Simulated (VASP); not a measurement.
These are RPBE GGA, VASP's PBE PAW potentials (set 64) (plane waves; VASP) values and carry that method's errors.

Input for VASP

**INCAR**
```
SYSTEM = CdSe
PREC = Accurate
ENCUT = 520
EDIFF = 1E-7
NELM = 100
ALGO = Normal
LREAL = .FALSE.
LASPH = .TRUE.
ISMEAR = 0
SIGMA = 0.05
GGA = RP
LMAXMIX = 4
LWAVE = .FALSE.
LCHARG = .FALSE.
ISIF = 2
```

**KPOINTS**
```
Automatic mesh
0
Gamma
7 7 7
0 0 0
```

**POSCAR**
```
CdSe
1
    0.0000000000     3.2094024681     3.2094024681
    3.2094024681     0.0000000000     3.2094024681
    3.2094024681     3.2094024681     0.0000000000
Cd Se
1 1
Direct
  1.0000000000   0.0000000000   1.0000000000
  0.2500000000   0.2500000000   0.2500000000
```

POTCAR, in this order: Cd Se (PBE.64 set). Program: vasp_std.

The resulting files:

OSZICAR:
```
       N       E                     dE             d eps       ncg     rms          rms(c)
DAV:   1     0.108074356830E+03    0.10807E+03   -0.88144E+03   528   0.122E+03
DAV:   2    -0.593042231869E-01   -0.10813E+03   -0.10276E+03   610   0.282E+02
DAV:   3    -0.522599009992E+01   -0.51667E+01   -0.51531E+01   595   0.628E+01
DAV:   4    -0.525837997257E+01   -0.32390E-01   -0.32382E-01   575   0.495E+00
DAV:   5    -0.525859693343E+01   -0.21696E-03   -0.21696E-03   595   0.375E-01    0.494E+00
DAV:   6    -0.486311860816E+01    0.39548E+00   -0.72877E-01   563   0.938E+00    0.398E+00
DAV:   7    -0.484852582180E+01    0.14593E-01   -0.16530E-01   570   0.296E+00    0.179E+00
DAV:   8    -0.485289261243E+01   -0.43668E-02   -0.13219E-02   520   0.158E+00    0.244E-01
DAV:   9    -0.485394459729E+01   -0.10520E-02   -0.25139E-03   580   0.582E-01    0.622E-02
DAV:  10    -0.485423953512E+01   -0.29494E-03   -0.35387E-04   540   0.223E-01    0.576E-02
DAV:  11    -0.485440347003E+01   -0.16393E-03   -0.33836E-04   525   0.120E-01    0.195E-02
DAV:  12    -0.485440230890E+01    0.11611E-05   -0.54375E-06   615   0.240E-02    0.691E-03
DAV:  13    -0.485440772721E+01   -0.54183E-05   -0.15274E-05   520   0.234E-02    0.555E-03
DAV:  14    -0.485440784757E+01   -0.12035E-06   -0.89776E-08   527   0.249E-03    0.312E-03
DAV:  15    -0.485440812350E+01   -0.27594E-06   -0.15901E-07   514   0.285E-03    0.328E-04
DAV:  16    -0.485440813143E+01   -0.79242E-08   -0.22394E-09   300   0.398E-04
   1 F= -.48544081E+01 E0= -.48544081E+01  d E =-.103999E-11
```

### OUTCAR
```
------------------------ aborting loop because EDIFF is reached ----------------------------------------
  FORCE on cell =-STRESS in cart. coord.  units (eV):
  Direction    XX          YY          ZZ          XY          YZ          ZX
  --------------------------------------------------------------------------------------
  Total       -0.8181945     -0.8181945     -0.8181945     -0.0000000     -0.0000000     -0.0000000
  in kB      -19.8273472    -19.8273472    -19.8273472     -0.0000000     -0.0000000     -0.0000000
  external PRESSURE =     -19.8273472 kB  Pullay stress =       0.0000000 kB
  volume of cell :       66.12
      direct lattice vectors                 reciprocal lattice vectors
     0.000000000  3.209402468  3.209402468    -0.155792240  0.155792240  0.155792240
     3.209402468  0.000000000  3.209402468     0.155792240 -0.155792240  0.155792240
     3.209402468  3.209402468  0.000000000     0.155792240  0.155792240 -0.155792240
  FREE ENERGIE OF THE ION-ELECTRON SYSTEM (eV)
  ---------------------------------------------------
  free  energy   TOTEN  =        -4.8544081314 eV

  energy  without entropy=       -4.8544081314  energy(sigma->0) =       -4.85440813
```
(Selected blocks of OUTCAR.)

The compound is CdSe in the zinc blende structure, whereas wurtzite is the usual form. This cell is one point of a volume scan, at 1.06 of the reference volume.
